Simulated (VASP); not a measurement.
# CAsNH₄: harmonic vibrations of a molecule

CAsNH₄, molecule in box, 7 atoms in the cell. PBE, harmonic vibrations; PAW potentials C, N, As, H (PBE set).

## Input

INCAR.step1:
```
SYSTEM = AsH4CN
PREC = Accurate ; ENCUT = 400
EDIFF = 1E-8 ; ISMEAR = 0
SIGMA = 0.01 ; ISYM = 0
LREAL = .False. ; LASPH = .True.
NELM = 100 ; ALGO = Normal
LWAVE = .False. ; LCHARG = .False.
IBRION = 2 ; NSW = 60
ISIF = 2 ; EDIFFG = -0.002
POTIM = 0.5
```

INCAR.step2, as INCAR.step1 but for:
```
- IBRION = 2
- NSW = 60
- ISIF = 2
- EDIFFG = -0.002
- POTIM = 0.5
+ IBRION = 5
+ NFREE = 2
+ POTIM = 0.015
+ NSW = 1
```

KPOINTS:
```
k-points
0
Gamma
  1 1 1
```

POSCAR.step1:
```
AsH4CN
1.0
   13.0000000000      0.0000000000      0.0000000000
    0.0000000000     12.0000000000      0.0000000000
    0.0000000000      0.0000000000     12.0000000000
C N As H
1 1 1 4
Direct
    0.4406846200      0.5059000000      0.4639416700
    0.4477692300      0.5241166700      0.5813666700
    0.5418384600      0.4086333300      0.5369583300
    0.3705692300      0.4650333300      0.4367250000
    0.4709153800      0.5677250000      0.4064750000
    0.4871769200      0.5948666700      0.5991916700
    0.6314307700      0.4853916700      0.5044416700
```

Commands (each step's output is kept before the next begins):
```
cat potpaw_PBE.64/C/POTCAR potpaw_PBE.64/N/POTCAR potpaw_PBE.64/As/POTCAR potpaw_PBE.64/H/POTCAR > POTCAR
cp INCAR.step1 INCAR
cp POSCAR.step1 POSCAR
mpirun -np 4 vasp_gam > vasp.out
cp CONTCAR POSCAR
cp INCAR.step2 INCAR
mpirun -np 4 vasp_gam > vasp.out
```

## Result

- Vibrations (cm⁻¹; a negative value is imaginary): 3415, 3118, 3030, 2047, 1436, 1259, 1069, 998, 957, 895, 835, 750, 603, 496, 463
- Zero-point energy (eV): 1.325
- Translations and rotations, which should read zero (cm⁻¹): -9, -6, -4, 0, 8, 14
- Vibrational entropy at 298 K (meV/K): 0.120
- Displaced cells: 42
- Ionic steps, all stages: 73
- Electronic steps, all stages: 1124

VASP 6.6.1 took 1632 s on 4 cores (Intel Xeon Platinum 8259CL @ 2.50GHz (Skylake/Cascade Lake)), a shared host.
